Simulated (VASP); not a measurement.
Write the native input for VASP 6.6.1 that does the following.

```
Task                   : single point
Functional             : PBE
Potentials or basis    : VASP PAW PBE potentials, release 64 (Cs_sv, Hg, S)
Cutoff                 : 520 eV
k mesh                 : 10 × 10 × 10
Occupations            : gaussian, width 0.1 eV
Spin                   : no spin polarisation
Dipole correction      : no
Further INCAR settings : ALGO = Normal; EDIFF = 1e-07; NBANDS = 20
```

The structure of CsHgS lies in POSCAR:

```
CsHgS
1.0
    5.3168453369      0.0000000000      0.0000000000
    0.0000000000      5.3168453369      0.0000000000
    0.0000000000      0.0000000000      5.0545484205
Cs Hg S
1 1 1
Direct
    0.0000000000      0.0000000000      0.5000000000
    0.5000000000      0.5000000000      0.5000000000
    0.5000000000      0.5000000000      0.0000000000
```

The cell was built by a generator and needn't be a form met in nature.

The cell isn't the ideal one: random cell by space group and Wyckoff sites (P4/mmm, No. 123).

The input as run:

INCAR

```
PREC = Accurate
ENCUT = 520
EDIFF = 1E-7
ISMEAR = 0
SIGMA = 0.1
LREAL = False
LASPH = True
NELM = 80
ALGO = Normal
ISIF = 2
LWAVE = False
LCHARG = False
GGA = PE
NBANDS = 20
```

KPOINTS

```
Automatic mesh
0
Gamma
  10 10 10
```

Potentials or basis: VASP PAW PBE potentials, release 64 (Cs_sv, Hg, S).

Run with:

```bash
$ cat potpaw_PBE.64/Cs_sv/POTCAR potpaw_PBE.64/Hg/POTCAR potpaw_PBE.64/S/POTCAR > POTCAR
$ mpirun -np 1 vasp_std > vasp.out
```

Results of the run:

The pressure is 0.1 GPa and the band gap on the k mesh is none (metal or under the smearing width).

It took 5.7 min on 1 thread of Intel(R) Xeon(R) Platinum 8259CL CPU @ 2.50GHz (Skylake/Cascade Lake) (shared host), peak memory 0.53 GiB.
